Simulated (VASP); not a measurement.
Output of a VASP run:

### OSZICAR
```
       N       E                     dE             d eps       ncg     rms          rms(c)
DAV:   1     0.879739707315E-02    0.87974E-02   -0.13247E+03  1014   0.478E+02
DAV:   2    -0.299122948052E+01   -0.30000E+01   -0.28756E+01  1380   0.283E+01
DAV:   3    -0.301204625407E+01   -0.20817E-01   -0.20737E-01  1332   0.320E+00
DAV:   4    -0.301211031887E+01   -0.64065E-04   -0.64063E-04  1440   0.161E-01
DAV:   5    -0.301211054426E+01   -0.22539E-06   -0.22523E-06  1386   0.746E-03    0.960E-01
DAV:   6    -0.300617092680E+01    0.59396E-02   -0.67406E-04  1266   0.301E-01    0.616E-01
DAV:   7    -0.299869279131E+01    0.74781E-02   -0.26593E-03  1080   0.523E-01    0.346E-02
DAV:   8    -0.299870687191E+01   -0.14081E-04   -0.14686E-05  1614   0.344E-02    0.788E-03
DAV:   9    -0.299870542258E+01    0.14493E-05   -0.13536E-06  1230   0.823E-03    0.617E-04
DAV:  10    -0.299870516949E+01    0.25309E-06   -0.48688E-09   996   0.675E-04    0.143E-04
DAV:  11    -0.299870513287E+01    0.36623E-07   -0.65368E-10   696   0.239E-04
   1 F= -.29987051E+01 E0= -.29979543E+01  d E =-.299871E+01
       N       E                     dE             d eps       ncg     rms          rms(c)
DAV:   1    -0.299916200944E+01   -0.45684E-03   -0.12593E-03  1422   0.191E-01    0.120E-02
DAV:   2    -0.299916109315E+01    0.91629E-06   -0.68414E-06  1158   0.200E-02    0.765E-03
DAV:   3    -0.299915995687E+01    0.11363E-05   -0.13145E-06  1296   0.603E-03    0.149E-04
DAV:   4    -0.299915997268E+01   -0.15803E-07   -0.16005E-08   810   0.105E-03
   2 F= -.29991600E+01 E0= -.29983999E+01  d E =-.454840E-03
       N       E                     dE             d eps       ncg     rms          rms(c)
DAV:   1    -0.299944538984E+01   -0.28543E-03   -0.34881E-03  1404   0.316E-01    0.204E-02
DAV:   2    -0.299944274750E+01    0.26423E-05   -0.19215E-05  1158   0.334E-02    0.129E-02
DAV:   3    -0.299943966605E+01    0.30814E-05   -0.37299E-06  1260   0.101E-02    0.231E-04
DAV:   4    -0.299943968986E+01   -0.23806E-07   -0.45103E-08   888   0.176E-03
   3 F= -.29994397E+01 E0= -.29987497E+01  d E =-.734557E-03
```

**OUTCAR**
```
------------------------ aborting loop because EDIFF is reached ----------------------------------------
  FORCE on cell =-STRESS in cart. coord.  units (eV):
  Direction    XX          YY          ZZ          XY          YZ          ZX
  --------------------------------------------------------------------------------------
  Total       -0.2750830     -0.2750831     -0.2680704      0.0000000      0.0000000      0.0000000
  in kB       -9.3758959     -9.3758989     -9.1368784      0.0000000      0.0000000      0.0000000
  external PRESSURE =      -9.2962244 kB  Pullay stress =       0.0000000 kB
  volume of cell :       47.01
      direct lattice vectors                 reciprocal lattice vectors
     1.614521795 -2.796434217  0.000000000     0.309689223 -0.178799128  0.000000000
     1.614521795  2.796434217 -0.000000000     0.309689223  0.178799128  0.000000000
     0.000000000  0.000000000  5.205747539     0.000000000  0.000000000  0.192095370
 POSITION                                       TOTAL-FORCE (eV/Angst)
 -----------------------------------------------------------------------------------
      1.61452      0.93215      1.30144        -0.000000      0.000000      0.000000
      1.61452     -0.93215      3.90431         0.000000     -0.000000     -0.000000
 -----------------------------------------------------------------------------------
    total drift:                               -0.000001     -0.000006      0.000001
  FREE ENERGIE OF THE ION-ELECTRON SYSTEM (eV)
  ---------------------------------------------------
  free  energy   TOTEN  =        -2.9994396899 eV

  energy  without entropy=       -2.9973698227  energy(sigma->0) =       -2.99874973

 reached required accuracy - stopping structural energy minimisation
```
(Selected blocks of OUTCAR.)

### POSCAR
```
Mg
1
    1.6210244341    -2.8076971386     0.0000000000
    1.6210244341     2.8076971386     0.0000000000
    0.0000000000     0.0000000000     5.1640662054
Mg
2
Direct
  0.3333330000   0.6666670000   0.2500000000
  0.6666670000   0.3333330000   0.7500000000
```

Task: Reconstruct the remaining input files.

Result: This is not unique; one that fits is the input of the run itself, PBE GGA, plane waves, VASP's PBE PAW potentials (set 64).

KPOINTS:
```
Automatic mesh
0
Gamma
13 13 7
```

**INCAR**
```
SYSTEM = Mg
PREC = Accurate
ENCUT = 520
EDIFF = 1E-7
NELM = 100
ALGO = Normal
LREAL = .FALSE.
LASPH = .TRUE.
ISMEAR = 1
SIGMA = 0.1
GGA = PE
LWAVE = .FALSE.
LCHARG = .FALSE.
ISIF = 4
IBRION = 2
NSW = 30
EDIFFG = -0.01
```

POTCAR, in this order: Mg (PBE.64 set). Program: vasp_std.

The compound is Mg in the hcp structure. This cell is one point of a volume scan, at 1.03 of the reference volume. Symmetry was kept, so distortions that lower it aren't found.
